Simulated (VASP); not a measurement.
Shape and ions are relaxed at each volume.

Data:

```yaml
crystal:
  lattice:
    - [1.96505, -3.40357, 0.00000]
    - [1.96505, 3.40357, 0.00000]
    - [0.00000, 0.00000, 5.08779]
  atoms:
    - { symbol: Ni, position: [0.00000, 0.00000, 0.50000] }
    - { symbol: Ni, position: [0.00000, 0.00000, 0.00000] }
    - { symbol: Sb, position: [0.33333, 0.66667, 0.25000] }
    - { symbol: Sb, position: [0.66667, 0.33333, 0.75000] }
```

Level of theory: PBE GGA with D3 dispersion (zero damping), VASP's PBE PAW potentials (set 64) (plane waves; VASP 6.6.1). Settings: 520 eV cut-off, 9×9×6 Γ-centred mesh, first-order Methfessel-Paxton smearing of 0.10 eV, potentials Ni Sb.

Give the energy at these volumes per atom, relative to the lowest: 16.04, 16.55, 17.06, 17.57, 18.09 Å³.

23.3, 4.9, 0.0, 6.3, 22.0 meV/atom. A third-order Birch-Murnaghan fit gives B0 = 119 GPa and B0′ = 5.2.

The compound is NiSb in the NiAs type structure. It was relaxed first. The run is not spin-polarised, so no magnetic state was tried.
